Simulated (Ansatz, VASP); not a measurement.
# BeCo in VASP and in Ansatz

```xyz
2
Lattice="2.5379 0.0000 0.0000 0.0000 2.5379 0.0000 0.0000 0.0000 2.5379" Properties=species:S:1:pos:R:3 pbc="T T T"
Be    0.0000    0.0000    0.0000
Co    1.2690    1.2690    1.2690
```

Alike in both runs: functional LDA; k mesh 13 × 13 × 13; occupations fermi-dirac, width 0.05 eV; collinear spin.

Ansatz relaxed the structure, and its values are those at the end. VASP's run is a single point on that final structure, the one shown.

```csv
,VASP,Ansatz
version,VASP 6.6.1,Ansatz 0.2.0
potentials or method,"VASP PAW LDA potentials, release 64 (Be, Co)","PAW with Ansatz's default frozen-core files, scalar-relativistic"
plane-wave cutoff (eV),520,420
valence electrons in the cell,11,19
```

```tsv
	VASP	Ansatz	Ansatz less VASP
pressure (GPa)	0.3	0.0	-0.29
net moment per atom (μB)	0.15	0.17	+0.019
size of the moment on the site where the two differ most (μB)	0.31	0.35	+0.038
```

Site moments also hang on the region over which each program counts them. The two sets of potentials don't hold the same shells in valence.
